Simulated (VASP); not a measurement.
Set up this calculation in VASP 6.6.1, as the native input.

```
Task                    : density of states
Functional              : PBE
Potentials or basis     : VASP PAW PBE potentials, release 64 (Hf_pv, Si, B)
Cutoff                  : 520 eV
k mesh                  : 10 × 6 × 6
Occupations             : gaussian, width 0.1 eV
Spin                    : no spin polarisation
k mesh for the DOS      : 15 × 9 × 9
Occupations for the DOS : tetrahedron
Further INCAR settings  : ALGO = Normal; EDIFF = 1e-07
```

The system is HfSi2B4.

```
Hf Si B
1.0
     3.17866    0.00000    0.00000
     0.00000    4.59922    0.00000
     0.00000    0.00000    5.27098
Hf Si B
1 2 4
Direct
  0.50000 0.00000 0.00000
  0.50000 0.50000 0.75299
  0.50000 0.50000 0.24701
  0.00000 0.80781 0.66720
  0.00000 0.80781 0.33280
  0.00000 0.19219 0.33280
  0.00000 0.19219 0.66720
```

The cell was built by a generator and needn't be a form met in nature.

These files were run (other wordings do the same):

POSCAR

```
HfSi2B4
1.0
    3.1786600000      0.0000000000      0.0000000000
    0.0000000000      4.5992200000      0.0000000000
    0.0000000000      0.0000000000      5.2709800000
Hf Si B
1 2 4
Direct
    0.5000000000      0.0000000000      0.0000000000
    0.5000000000      0.5000000000      0.7529950000
    0.5000000000      0.5000000000      0.2470050000
    0.0000000000      0.8078070000      0.6672040000
    0.0000000000      0.8078070000      0.3327960000
    0.0000000000      0.1921930000      0.3327960000
    0.0000000000      0.1921930000      0.6672040000
```

INCAR.step1

```
SYSTEM = HfSi2B4
PREC = Accurate
ENCUT = 520
EDIFF = 1E-7
ISMEAR = 0
SIGMA = 0.1
LREAL = .False.
LASPH = .True.
NELM = 100
ALGO = Normal
ISIF = 2
LWAVE = .False.
LCHARG = .True.
LMAXMIX = 4
GGA = PE
KPAR = 2
```

KPOINTS.step1

```
regular mesh
0
Gamma
  10 6 6
  0 0 0
```

INCAR.step2

```
SYSTEM = HfSi2B4
PREC = Accurate
ENCUT = 520
EDIFF = 1E-7
ISMEAR = -5
SIGMA = 0.1
LREAL = .False.
LASPH = .True.
NELM = 100
ALGO = Normal
ISIF = 2
LWAVE = .False.
LCHARG = .False.
LMAXMIX = 4
GGA = PE
LORBIT = 11
KPAR = 2
NEDOS = 2001
ICHARG = 11
```

KPOINTS.step2

```
regular mesh
0
Gamma
  15 9 9
  0 0 0
```

Potentials or basis: VASP PAW PBE potentials, release 64 (Hf_pv, Si, B).

Command:

```sh
$ cat potpaw_PBE.64/Hf_pv/POTCAR potpaw_PBE.64/Si/POTCAR potpaw_PBE.64/B/POTCAR > POTCAR
$ cp INCAR.step1 INCAR
$ cp KPOINTS.step1 KPOINTS
$ mpirun -np 2 vasp_std > vasp.out
$ cp INCAR.step2 INCAR
$ cp KPOINTS.step2 KPOINTS
$ mpirun -np 2 vasp_std > vasp.out
```

It gave:

```
Valence electrons inside the program's atomic spheres : Hf 8.70; Si 1.65; B 1.86
```

Wall time 110 s on 2 MPI ranks on Intel(R) Xeon(R) Platinum 8259CL CPU @ 2.50GHz (Skylake/Cascade Lake), on a shared host, peak memory 0.39 GiB a rank.
